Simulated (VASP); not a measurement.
Given:

```yaml
crystal:
  lattice:
    - [0.00000, 2.71838, 2.71838]
    - [2.71838, 0.00000, 2.71838]
    - [2.71838, 2.71838, 0.00000]
  atoms:
    - { symbol: Li, position: [0.00000, 0.00000, 0.00000] }
    - { symbol: Br, position: [0.50000, 0.50000, 0.50000] }
```

These are PBE GGA with D3 dispersion (zero damping), VASP's PBE PAW potentials (set 64) (plane waves; VASP) values and carry that method's errors. Settings: 520 eV cut-off, 8×8×8 Γ-centred mesh, Gaussian smearing of 0.050 eV, potentials Li_sv Br.

Problem. Estimate the energy per atom (σ→0), band gap (on the k-mesh) with the smallest direct gap where there is one.

Solution. 
```json
{
 "band gap (on the k-mesh)": "5.11 eV",
 "smallest direct gap (on the k-mesh)": "5.11 eV",
 "energy per atom (σ→0)": "-3.514 eV/atom"
}
```

The absolute energy has meaning only against runs of the same code, potentials and settings.

The compound is LiBr in the rock salt structure. It was relaxed first. The start is the result of an earlier pass.
